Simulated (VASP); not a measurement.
Method: PBEsol GGA, VASP's PBE PAW potentials (set 64) (plane waves; VASP).

VASP input:

### INCAR
```
ALGO=Normal
EDIFF=1E-7
ENCUT=650
GGA=PS
IBRION=6
ISIF=3
ISMEAR=1
LASPH=T
LCHARG=F
LMAXMIX=6
LREAL=F
LWAVE=F
NELM=100
NFREE=2
NSW=1
POTIM=0.015
PREC=Accurate
SIGMA=0.1
SYSTEM=HfB2
```

**POSCAR**
```
HfB2
1
    1.5629015728    -2.7070251603     0.0000000000
    1.5629015728     2.7070251603     0.0000000000
    0.0000000000     0.0000000000     3.4486145547
Hf B
1 2
Direct
  0.0000000000   0.0000000000   0.0000000000
  0.3333330000   0.6666670000   0.5000000000
  0.6666670000   0.3333330000   0.5000000000
```

### KPOINTS
```
Regular mesh
0
Gamma
 12 12 10
```

POTCAR, in this order: Hf_pv B (PBE.64 set). Program: vasp_std.

Output of the run:

File OUTCAR:
```
 ion  position               nearest neighbor table
   1  0.000  0.000  0.000-   2 2.50   3 2.50   2 2.50   3 2.50   3 2.50   3 2.50   2 2.50   2 2.50
                             3 2.50   3 2.50   2 2.50   2 2.50
   2  0.333  0.667  0.500-   3 1.80   3 1.80   3 1.80   1 2.50   1 2.50   1 2.50   1 2.50   1 2.50
                             1 2.50
   3  0.667  0.333  0.500-   2 1.80   2 1.80   2 1.80   1 2.50   1 2.50   1 2.50   1 2.50   1 2.50
                             1 2.50
  LATTYP: Found a hexagonal cell.
 ALAT       =     3.1258033439
 C/A-ratio  =     1.1032730390
 Subroutine PRICEL returns:
 Original cell was already a primitive cell.
 Subroutine GETGRP returns: Found 24 space group operations
The static configuration has the point symmetry D_6h.
The dynamic configuration has the point symmetry D_6h.
 Subroutine INISYM returns: Found 24 space group operations
 Subroutine IBZKPT returns following result:
 Found    114 irreducible k-points:

 Following reciprocal coordinates:
            Coordinates               Weight
  0.000000  0.000000  0.000000      1.000000
  0.083333  0.000000  0.000000      6.000000
  0.166667  0.000000  0.000000      6.000000
  0.250000  0.000000  0.000000      6.000000
  0.333333  0.000000  0.000000      6.000000
  0.416667  0.000000  0.000000      6.000000
  0.500000  0.000000  0.000000      3.000000
  0.083333  0.083333  0.000000      6.000000
  0.166667  0.083333  0.000000     12.000000
  0.250000  0.083333  0.000000     12.000000
  0.333333  0.083333  0.000000     12.000000
  0.416667  0.083333  0.000000     12.000000
  0.166667  0.166667  0.000000      6.000000
  0.250000  0.166667  0.000000     12.000000
  0.333333  0.166667  0.000000     12.000000
  0.416667  0.166667  0.000000      6.000000
  0.250000  0.250000  0.000000      6.000000
  0.333333  0.250000  0.000000     12.000000
  0.333333  0.333333  0.000000      2.000000
  0.000000  0.000000  0.100000      2.000000
  0.083333  0.000000  0.100000     12.000000
  0.166667  0.000000  0.100000     12.000000
  0.250000  0.000000  0.100000     12.000000
  0.333333  0.000000  0.100000     12.000000
  0.416667  0.000000  0.100000     12.000000
  0.500000  0.000000  0.100000      6.000000
  0.083333  0.083333  0.100000     12.000000
  0.166667  0.083333  0.100000     24.000000
  0.250000  0.083333  0.100000     24.000000
  0.333333  0.083333  0.100000     24.000000
  0.416667  0.083333  0.100000     24.000000
  0.166667  0.166667  0.100000     12.000000
  0.250000  0.166667  0.100000     24.000000
  0.333333  0.166667  0.100000     24.000000
  0.416667  0.166667  0.100000     12.000000
  0.250000  0.250000  0.100000     12.000000
  0.333333  0.250000  0.100000     24.000000
  0.333333  0.333333  0.100000      4.000000
  0.000000  0.000000  0.200000      2.000000
  0.083333  0.000000  0.200000     12.000000
 Subroutine IBZKPT_HF returns following result:
   k-points           NKPTS =    114   k-points in BZ     NKDIM =    114   number of bands    NBANDS=     12
   number of dos      NEDOS =    301   number of ions     NIONS =      3
   total plane-waves  NPLWV =  23520
   dimension x,y,z NGX =    28 NGY =   28 NGZ =   30
   dimension x,y,z NGXF=    56 NGYF=   56 NGZF=   60
   ions per type =               1   2
   PREC   = accura    normal or accurate (medium, high low for compatibility)
   ISTART =      0    job   : 0-new  1-cont  2-samecut
   ICHARG =      2    charge: 1-file 2-atom 10-const
   ISPIN  =      1    spin polarized calculation?
   LNONCOLLINEAR =      F non collinear calculations
   LSORBIT =      F    spin-orbit coupling
   INIWAV =      1    electr: 0-lowe 1-rand  2-diag
...
```

### OSZICAR
```
...
DAV:   8    -0.278640712893E+02   -0.23594E-05   -0.12142E-08  6040   0.104E-03    0.254E-04
DAV:   9    -0.278640715670E+02   -0.27769E-06   -0.16026E-09  5668   0.376E-04    0.761E-05
DAV:  10    -0.278640716050E+02   -0.37972E-07   -0.25683E-10  5408   0.139E-04
  12 F= -.27864072E+02 E0= -.27864004E+02  d E =-.203069E-03
       N       E                     dE             d eps       ncg     rms          rms(c)
DAV:   1    -0.278960527670E+02   -0.31981E-01   -0.92549E-01 10836   0.788E+00    0.262E+00
DAV:   2    -0.278736497728E+02    0.22403E-01   -0.18141E-02 12032   0.131E+00    0.127E+00
DAV:   3    -0.278640065899E+02    0.96432E-02   -0.11849E-02 12236   0.107E+00    0.106E-01
DAV:   4    -0.278640724682E+02   -0.65878E-04   -0.96979E-04 11556   0.274E-01    0.117E-01
DAV:   5    -0.278640760586E+02   -0.35904E-05   -0.77240E-06 12028   0.289E-02    0.434E-02
DAV:   6    -0.278640715454E+02    0.45132E-05   -0.60036E-06 12276   0.256E-02    0.375E-03
DAV:   7    -0.278640716016E+02   -0.56204E-07   -0.46231E-07 11124   0.616E-03
  13 F= -.27864072E+02 E0= -.27864004E+02  d E =-.203140E-03
       N       E                     dE             d eps       ncg     rms          rms(c)
DAV:   1    -0.278658297941E+02   -0.17582E-02   -0.10849E+00  6308   0.987E+00    0.111E+00
DAV:   2    -0.278672392521E+02   -0.14095E-02   -0.44064E-02  7956   0.198E+00    0.637E-01
DAV:   3    -0.278670736898E+02    0.16556E-03   -0.24036E-03  7752   0.511E-01    0.136E-01
DAV:   4    -0.278677812813E+02   -0.70759E-03   -0.49795E-04  7984   0.214E-01    0.380E-02
DAV:   5    -0.278679289429E+02   -0.14766E-03   -0.29444E-05  7656   0.495E-02    0.684E-03
DAV:   6    -0.278679508503E+02   -0.21907E-04   -0.95383E-07  7852   0.908E-03    0.323E-03
DAV:   7    -0.278679680534E+02   -0.17203E-04   -0.97011E-08  5020   0.318E-03    0.639E-04
DAV:   8    -0.278679692079E+02   -0.11545E-05   -0.19468E-08  4000   0.123E-03    0.174E-04
DAV:   9    -0.278679692430E+02   -0.35035E-07   -0.21176E-09  3756   0.416E-04
  14 F= -.27867969E+02 E0= -.27867880E+02  d E =-.268983E-03
       N       E                     dE             d eps       ncg     rms          rms(c)
DAV:   1    -0.278608731689E+02    0.70960E-02   -0.21514E+00  6192   0.134E+01    0.878E-01
DAV:   2    -0.278680071268E+02   -0.71340E-02   -0.78936E-02  7184   0.264E+00    0.394E-01
DAV:   3    -0.278679836641E+02    0.23463E-04   -0.33763E-04  7596   0.189E-01    0.166E-01
DAV:   4    -0.278679692990E+02    0.14365E-04   -0.19012E-05  7664   0.421E-02    0.120E-02
DAV:   5    -0.278679692685E+02    0.30519E-07   -0.58964E-07  7652   0.740E-03
  15 F= -.27867969E+02 E0= -.27867880E+02  d E =-.269037E-03
       N       E                     dE             d eps       ncg     rms          rms(c)
DAV:   1    -0.278629197917E+02    0.50495E-02   -0.14832E+00  2736   0.117E+01    0.867E-01
DAV:   2    -0.278678200310E+02   -0.49002E-02   -0.52687E-02  3184   0.228E+00    0.358E-01
DAV:   3    -0.278677508259E+02    0.69205E-04   -0.37201E-04  3320   0.205E-01    0.113E-01
DAV:   4    -0.278677427012E+02    0.81247E-05   -0.42937E-05  3412   0.601E-02    0.265E-02
DAV:   5    -0.278677413692E+02    0.13321E-05   -0.46694E-06  3356   0.213E-02    0.224E-03
DAV:   6    -0.278677414920E+02   -0.12282E-06   -0.44015E-07  3360   0.639E-03    0.814E-04
DAV:   7    -0.278677416067E+02   -0.11468E-06   -0.52646E-08  1848   0.224E-03    0.478E-04
DAV:   8    -0.278677416623E+02   -0.55577E-07   -0.62423E-09  1720   0.825E-04
  16 F= -.27867742E+02 E0= -.27867648E+02  d E =-.282310E-03
       N       E                     dE             d eps       ncg     rms          rms(c)
DAV:   1    -0.278576547980E+02    0.10087E-01   -0.29226E+00  2736   0.164E+01    0.142E+00
DAV:   2    -0.278679292355E+02   -0.10274E-01   -0.11695E-01  3224   0.335E+00    0.649E-01
DAV:   3    -0.278677468175E+02    0.18242E-03   -0.11570E-03  3248   0.347E-01    0.181E-01
DAV:   4    -0.278677459690E+02    0.84849E-06   -0.10754E-04  3376   0.800E-02    0.537E-02
DAV:   5    -0.278677418057E+02    0.41633E-05   -0.11000E-05  3252   0.326E-02    0.347E-03
DAV:   6    -0.278677416946E+02    0.11108E-06   -0.10582E-06  3360   0.975E-03    0.198E-03
DAV:   7    -0.278677416878E+02    0.68003E-08   -0.97894E-08  2228   0.285E-03
  17 F= -.27867742E+02 E0= -.27867648E+02  d E =-.282323E-03
       N       E                     dE             d eps       ncg     rms          rms(c)
DAV:   1    -0.278648993266E+02    0.28424E-02   -0.91097E-01 10656   0.935E+00    0.618E-01
DAV:   2    -0.278679829764E+02   -0.30836E-02   -0.36047E-02 13040   0.182E+00    0.368E-01
DAV:   3    -0.278677429879E+02    0.23999E-03   -0.75590E-04 12984   0.239E-01    0.334E-02
DAV:   4    -0.278677397729E+02    0.32151E-05   -0.72056E-05 13320   0.606E-02    0.150E-02
DAV:   5    -0.278677346212E+02    0.51516E-05   -0.81263E-06 13484   0.218E-02    0.268E-03
DAV:   6    -0.278677343109E+02    0.31037E-06   -0.12745E-06 13288   0.805E-03    0.115E-03
DAV:   7    -0.278677341866E+02    0.12431E-06   -0.84147E-08  7592   0.270E-03    0.454E-04
DAV:   8    -0.278677341322E+02    0.54342E-07   -0.57946E-08  7276   0.201E-03
  18 F= -.27867734E+02 E0= -.27867662E+02  d E =-.216877E-03
       N       E                     dE             d eps       ncg     rms          rms(c)
DAV:   1    -0.278694516409E+02   -0.17175E-02   -0.45269E-01 10844   0.468E+00    0.497E-01
DAV:   2    -0.278681940291E+02    0.12576E-02   -0.44832E-03 13700   0.508E-01    0.261E-01
DAV:   3    -0.278677258692E+02    0.46816E-03   -0.12148E-03 12936   0.243E-01    0.447E-02
DAV:   4    -0.278677346190E+02   -0.87498E-05   -0.10294E-04 13132   0.694E-02    0.194E-02
DAV:   5    -0.278677341696E+02    0.44935E-06   -0.12579E-06 13416   0.108E-02    0.326E-03
DAV:   6    -0.278677341310E+02    0.38631E-07   -0.14735E-07 10720   0.314E-03
  19 F= -.27867734E+02 E0= -.27867662E+02  d E =-.216936E-03
       N       E                     dE             d eps       ncg     rms          rms(c)
DAV:   1    -0.278695551986E+02   -0.18210E-02   -0.37176E-01  3924   0.443E+00    0.439E-01
DAV:   2    -0.278690175461E+02    0.53765E-03   -0.34070E-03  5016   0.460E-01    0.207E-01
DAV:   3    -0.278686360797E+02    0.38147E-03   -0.42538E-04  4620   0.153E-01    0.511E-02
DAV:   4    -0.278685657340E+02    0.70346E-04   -0.91688E-05  4924   0.689E-02    0.131E-02
DAV:   5    -0.278685591169E+02    0.66171E-05   -0.80126E-06  4884   0.209E-02    0.279E-03
DAV:   6    -0.278685601268E+02   -0.10100E-05   -0.63284E-07  4860   0.609E-03    0.970E-04
DAV:   7    -0.278685617819E+02   -0.16551E-05   -0.55231E-08  2548   0.199E-03    0.531E-04
DAV:   8    -0.278685626919E+02   -0.90993E-06   -0.10632E-08  2376   0.846E-04    0.103E-04
DAV:   9    -0.278685628197E+02   -0.12786E-06   -0.12223E-09  2280   0.293E-04    0.333E-05
DAV:  10    -0.278685629630E+02   -0.14327E-06   -0.18092E-10  2260   0.101E-04    0.918E-06
DAV:  11    -0.278685629828E+02   -0.19826E-07   -0.34645E-11  2188   0.431E-05
  20 F= -.27868563E+02 E0= -.27868488E+02  d E =-.225496E-03
       N       E                     dE             d eps       ncg     rms          rms(c)
DAV:   1    -0.278700936302E+02   -0.15307E-02   -0.64853E-01  3940   0.564E+00    0.762E-01
DAV:   2    -0.278689097507E+02    0.11839E-02   -0.65301E-03  4968   0.665E-01    0.330E-01
DAV:   3    -0.278685636705E+02    0.34608E-03   -0.90016E-04  4660   0.229E-01    0.799E-02
DAV:   4    -0.278685634453E+02    0.22513E-06   -0.10742E-04  4876   0.801E-02    0.293E-02
DAV:   5    -0.278685632471E+02    0.19821E-06   -0.13033E-06  4744   0.114E-02    0.761E-03
DAV:   6    -0.278685630705E+02    0.17661E-06   -0.45714E-07  4676   0.497E-03    0.763E-04
DAV:   7    -0.278685630749E+02   -0.44258E-08   -0.45332E-08  2600   0.164E-03
  21 F= -.27868563E+02 E0= -.27868488E+02  d E =-.225496E-03
```

**OUTCAR**
```
------------------------ aborting loop because EDIFF is reached ----------------------------------------
  FORCE on cell =-STRESS in cart. coord.  units (eV):
  Direction    XX          YY          ZZ          XY          YZ          ZX
  --------------------------------------------------------------------------------------
  Total        0.0202880      0.0202880      0.0181624      0.0000000      0.0000000      0.0000000
  in kB        1.1139107      1.1139109      0.9972067      0.0000000      0.0000000      0.0000000
  external PRESSURE =       1.0750095 kB  Pullay stress =       0.0000000 kB
  volume of cell :       29.18
      direct lattice vectors                 reciprocal lattice vectors
     1.562901573 -2.707025160  0.000000000     0.319917779 -0.184704600  0.000000000
     1.562901573  2.707025160  0.000000000     0.319917779  0.184704600  0.000000000
     0.000000000  0.000000000  3.448614555     0.000000000  0.000000000  0.289971519
 POSITION                                       TOTAL-FORCE (eV/Angst)
 -----------------------------------------------------------------------------------
      0.00000      0.00000      0.00000        -0.000000      0.000000     -0.122505
      1.56290      0.90234      1.70931         0.000000      0.000000      0.136305
      1.56290     -0.90234      1.72431         0.000000     -0.000000     -0.013800
 -----------------------------------------------------------------------------------
    total drift:                               -0.000000      0.000000      0.000001
  FREE ENERGIE OF THE ION-ELECTRON SYSTEM (eV)
  ---------------------------------------------------
  free  energy   TOTEN  =       -27.8685630749 eV

  energy  without entropy=      -27.8683375794  energy(sigma->0) =      -27.86848791

   1 f  =   24.106720 THz   151.466987 2PiTHz  804.113615 cm-1    99.697337 meV
             X         Y         Z           dx          dy          dz
      0.000000  0.000000  0.000000    -0.000000    0.000000   -0.000000
      1.562902  0.902344  1.724307     0.000000    0.707107    0.000000
      1.562902 -0.902344  1.724307    -0.000000   -0.707107   -0.000000

   2 f  =   24.106718 THz   151.466974 2PiTHz  804.113547 cm-1    99.697329 meV
             X         Y         Z           dx          dy          dz
      0.000000  0.000000  0.000000    -0.000000    0.000000    0.000000
      1.562902  0.902344  1.724307    -0.707107    0.000000   -0.000000
      1.562902 -0.902344  1.724307     0.707107   -0.000000    0.000000

   3 f  =   15.040650 THz    94.503191 2PiTHz  501.702082 cm-1    62.203102 meV
             X         Y         Z           dx          dy          dz
      0.000000  0.000000  0.000000    -0.000000   -0.000000   -0.000000
      1.562902  0.902344  1.724307     0.000000    0.000000   -0.707107
      1.562902 -0.902344  1.724307     0.000000    0.000000    0.707107

   4 f  =   14.388650 THz    90.406553 2PiTHz  479.953695 cm-1    59.506647 meV
             X         Y         Z           dx          dy          dz
      0.000000  0.000000  0.000000    -0.000000    0.000000    0.328812
      1.562902  0.902344  1.724307     0.000000   -0.000000   -0.667788
      1.562902 -0.902344  1.724307     0.000000   -0.000000   -0.667788

   5 f  =   13.483584 THz    84.719858 2PiTHz  449.763956 cm-1    55.763598 meV
             X         Y         Z           dx          dy          dz
      0.000000  0.000000  0.000000     0.000000    0.328632   -0.000000
      1.562902  0.902344  1.724307    -0.000000   -0.667833    0.000000
      1.562902 -0.902344  1.724307    -0.000000   -0.667833    0.000000

   6 f  =   13.483583 THz    84.719851 2PiTHz  449.763918 cm-1    55.763594 meV
             X         Y         Z           dx          dy          dz
      0.000000  0.000000  0.000000    -0.328632    0.000000   -0.000000
      1.562902  0.902344  1.724307     0.667833   -0.000000    0.000000
      1.562902 -0.902344  1.724307     0.667833   -0.000000    0.000000

   7 f/i=    0.001099 THz     0.006903 2PiTHz    0.036647 cm-1     0.004544 meV
             X         Y         Z           dx          dy          dz
      0.000000  0.000000  0.000000    -0.898464   -0.291140   -0.000000
      1.562902  0.902344  1.724307    -0.221061   -0.071633   -0.000000
      1.562902 -0.902344  1.724307    -0.221061   -0.071633   -0.000000

   8 f/i=    0.001099 THz     0.006903 2PiTHz    0.036647 cm-1     0.004544 meV
             X         Y         Z           dx          dy          dz
      0.000000  0.000000  0.000000    -0.291140    0.898464   -0.000000
      1.562902  0.902344  1.724307    -0.071633    0.221061   -0.000000
      1.562902 -0.902344  1.724307    -0.071633    0.221061   -0.000000

   9 f/i=    0.001565 THz     0.009835 2PiTHz    0.052210 cm-1     0.006473 meV
             X         Y         Z           dx          dy          dz
      0.000000  0.000000  0.000000    -0.000000    0.000000    0.944396
      1.562902  0.902344  1.724307    -0.000000    0.000000    0.232505
      1.562902 -0.902344  1.724307    -0.000000    0.000000    0.232505

 ELASTIC MODULI CONTR FROM IONIC RELAXATION (kBar)
 Direction    XX          YY          ZZ          XY          YZ          ZX
 --------------------------------------------------------------------------------
 XX          -5.6337      5.6337      0.0000     -0.0000      0.0000      0.0000
 YY           5.6337     -5.6337     -0.0000      0.0000     -0.0000      0.0000
 ZZ           0.0000     -0.0000     -0.0000      0.0000      0.0000      0.0000
 XY          -0.0000      0.0000      0.0000     -5.6337     -0.0000      0.0000
 YZ           0.0000     -0.0000      0.0000     -0.0000     -0.0000      0.0000
 ZX           0.0000      0.0000      0.0000      0.0000      0.0000      0.0000
 --------------------------------------------------------------------------------

 TOTAL ELASTIC MODULI (kBar)
 Direction    XX          YY          ZZ          XY          YZ          ZX
 --------------------------------------------------------------------------------
 XX        6258.3221    657.2143   1358.5703     -0.0000     -0.0000     -0.0000
 YY         657.2143   6258.3242   1358.5705      0.0000      0.0000      0.0000
 ZZ        1358.5703   1358.5705   4739.8275      0.0000      0.0000      0.0000
 XY          -0.0000      0.0000      0.0000   2800.5544      0.0000      0.0000
 YZ          -0.0000      0.0000      0.0000      0.0000   2693.2343      0.0000
 ZX           0.0000      0.0000      0.0000     -0.0000      0.0000   2693.2341
 --------------------------------------------------------------------------------
```
(Selected blocks of OUTCAR.)

Finite-difference elastic constants of metals are sensitive to mesh and smearing; shear constants can be off by tens of GPa.

The compound is HfB2 in the AlB2 type structure. It was relaxed first.
